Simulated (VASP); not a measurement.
```yaml
crystal:
  lattice:
    - [2.08046, -5.97814, 0.00000]
    - [2.08046, 5.97814, 0.00000]
    - [0.00000, 0.00000, 4.27597]
  atoms:
    - { symbol: Pb, position: [0.86959, 0.13041, 0.75000] }
    - { symbol: Pb, position: [0.13041, 0.86959, 0.25000] }
    - { symbol: S, position: [0.64514, 0.35486, 0.75000] }
    - { symbol: S, position: [0.35486, 0.64514, 0.25000] }
```

These are r2SCAN meta-GGA, VASP's PBE PAW potentials (set 64) (plane waves; VASP) values and carry that method's errors. Run with 400 eV cut-off, 6×6×6 Γ-centred mesh, tetrahedra with Blöchl corrections, potentials Pb_d S.

The cores are frozen, which limits the accuracy of field gradients.

Give the principal components of the electric field gradient (V/Å²) and the asymmetry η at each nucleus.

```csv
atom,Vxx,Vyy,Vzz,η
Pb1,144.7,120.4,-265.1,0.09
Pb2,144.7,120.4,-265.1,0.09
S3,-5.6,-1.1,6.7,0.68
S4,-5.6,-1.1,6.7,0.68
```

The structure comes from a computed database's PbS entry (Cmcm); how it stands against other phases isn't given here. It was relaxed first.
